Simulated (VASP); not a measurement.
# BaHg (Pm-3m) in VASP: a series of runs, part 2 of 2

VASP 6.6.1.

### Step 3. Single point, LDA

The input, INCAR:

```
PREC     = Accurate       # precision mode
ENCUT    = 520            # plane-wave cutoff, eV
EDIFF    = 1E-6           # SCF threshold, eV
ISMEAR   = 0              # smearing method
SIGMA    = 0.15           # smearing width, eV
LREAL    = F              # projectors in reciprocal space
LASPH    = T              # aspherical terms in the spheres
NELM     = 100            # most SCF steps
ALGO     = Fast           # electronic algorithm
ISIF     = 2              # what is computed and relaxed
LWAVE    = F              # write WAVECAR
LCHARG   = F              # write CHGCAR
NBANDS   = 18             # bands
```

The input, KPOINTS:

```
Automatic mesh
0
Gamma
  12 12 12
```

The input, POSCAR:

```
BaHg
1.0
    4.1787600400      0.0000000000      0.0000000000
    0.0000000000      4.1787600400      0.0000000000
    0.0000000000      0.0000000000      4.1787600400
Ba Hg
1 1
Direct
    0.0000000000      0.0000000000      0.0000000000
    0.5000000000      0.5000000000      0.5000000000
```

Potentials or basis: VASP PAW LDA potentials, release 64 (Ba_sv, Hg).

Started as:

```
$ cat potpaw_LDA.64/Ba_sv/POTCAR potpaw_LDA.64/Hg/POTCAR > POTCAR
$ mpirun -np 1 vasp_std > vasp.out
```

OUTCAR:

```text
PREC = Accurate
   ENCUT = 520
   EDIFF = 1E-6
   ISMEAR = 0
   LREAL = F
   LASPH = T
   NELM = 100
   ISIF = 2

 ion  position               nearest neighbor table
   1  0.000  0.000  0.000-   2 3.62   2 3.62   2 3.62   2 3.62   2 3.62   2 3.62   2 3.62   2 3.62

   2  0.500  0.500  0.500-   1 3.62   1 3.62   1 3.62   1 3.62   1 3.62   1 3.62   1 3.62   1 3.62

  LATTYP: Found a simple cubic cell.
 ALAT       =     4.1787600400

  Lattice vectors:

 A1 = (   4.1787600400,   0.0000000000,   0.0000000000)
 A2 = (   0.0000000000,   4.1787600400,   0.0000000000)
 A3 = (   0.0000000000,   0.0000000000,   4.1787600400)

Analysis of symmetry for initial positions (statically):
=====================================================================
 Subroutine PRICEL returns:
 Original cell was already a primitive cell.

 Routine SETGRP: Setting up the symmetry group for a
 simple cubic supercell.

 Subroutine GETGRP returns: Found 48 space group operations
 (whereof 48 operations were pure point group operations)
 out of a pool of 48 trial point group operations.

The static configuration has the point symmetry O_h .

[... 159 lines left out ...]
  free energy    TOTEN  =        -4.33069924 eV

  energy without entropy =       -4.31216255  energy(sigma->0) =       -4.32143090

 E-fermi :   2.3584     XC(G=0):  -9.3530

 val. band max:        2.3534730184   @ k =   0.4167   0.4167   0.0833
 cond. band min:       2.3651416263   @ k =   0.5000   0.5000   0.1667
 fundamental gap:      0.0116686079
 Fermi energy:         2.3583931596

 k-point     1 :       0.0000    0.0000    0.0000
  band No.  band energies     occupation
      1     -25.9886      2.00000
      2     -11.0183      2.00000
      3     -11.0183      2.00000
      4     -11.0183      2.00000
      5      -4.8310      2.00000
      6      -4.8310      2.00000
[... 481 lines left out ...]
      5      -4.7612      2.00000
      6      -4.7335      2.00000
[... 10 lines left out ...]
     17       7.6644      0.00000
     18       8.8709      0.00000

 [... further k-points ...]

------------------------ aborting loop because EDIFF is reached ----------------------------------------

  FORCE on cell =-STRESS in cart. coord.  units (eV):
  Direction    XX          YY          ZZ          XY          YZ          ZX
  --------------------------------------------------------------------------------------
  -------------------------------------------------------------------------------------
  Total       -1.1684396     -1.1684396     -1.1684396      0.0000000      0.0000000     -0.0000000
  in kB      -25.6551502    -25.6551502    -25.6551502      0.0000000      0.0000000     -0.0000000
  external PRESSURE =     -25.6551502 kB  Pullay stress =       0.0000000 kB

 VOLUME and BASIS-vectors are now :
 -----------------------------------------------------------------------------
  energy-cutoff  :      520.00
  volume of cell :       72.97
      direct lattice vectors                 reciprocal lattice vectors
     4.178760040  0.000000000  0.000000000     0.239305438  0.000000000  0.000000000
     0.000000000  4.178760040  0.000000000     0.000000000  0.239305438  0.000000000
     0.000000000  0.000000000  4.178760040     0.000000000  0.000000000  0.239305438

 POSITION                                       TOTAL-FORCE (eV/Angst)
 -----------------------------------------------------------------------------------
      0.00000      0.00000      0.00000         0.000000      0.000000      0.000000
      2.08938      2.08938      2.08938         0.000000      0.000000      0.000000
 -----------------------------------------------------------------------------------
    total drift:                                0.000000      0.000000     -0.000000

  FREE ENERGIE OF THE ION-ELECTRON SYSTEM (eV)
  ---------------------------------------------------
  free  energy   TOTEN  =        -4.3306992439 eV

  energy  without entropy=       -4.3121625510  energy(sigma->0) =       -4.32143090
```

stdout:

```text
POSCAR found type information on POSCAR BaHg
 POSCAR found :  2 types and       2 ions
 scaLAPACK will be used
 LDA part: xc-table for (Slater(with rela. corr.)+CA(PZ))
 , standard interpolation
 POSCAR, INCAR and KPOINTS ok, starting setup
 FFT: planning ... GRIDC
 FFT: planning ... GRID_SOFT
 FFT: planning ... GRID
 WAVECAR not read
 entering main loop
WARNING in EDDRMM: call to ZHEGV failed, returncode =   8  4     15
```

It took 45 s on 1 thread of Intel Xeon Platinum 8488C (Sapphire Rapids), shared host; peak memory 0.24 GiB.

Results:

| Item | Value |
| --- | --- |
| Free energy | -4.3307 eV |
| Pressure | -2.6 GPa |
| Band gap on the k mesh | none (metal or under the smearing width) |

The run has no spin-orbit coupling, so splittings on Ba, Hg are missing.
